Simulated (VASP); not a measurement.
Energy against volume of Ta (bcc). These are MS2 meta-GGA, VASP's PBE PAW potentials (set 64) (plane waves; VASP) values and carry that method's errors. Settings: 520 eV cut-off, 16×16×16 Γ-centred mesh, first-order Methfessel-Paxton smearing of 0.10 eV, potentials Ta_pv.

```
V (Å³/atom)  E (eV/atom)
-----------  -----------
16.605           4.81920
17.135           4.78573
17.665           4.77535
18.195           4.78527
```

Problem. Fit these four points and predict the energy of the run at 18.725 Å³/atom.

Solution. A cubic in V^(−2/3), the third-order Birch-Murnaghan form, passes through the four points with V0 = 17.66 Å³/atom and B0 = 204 GPa, and gives 4.8131 eV/atom there. The run gave 4.8135 eV/atom, +0.4 meV/atom from the fit; all five points give B0 = 206 GPa.

The compound is Ta in the bcc structure. It was relaxed first.
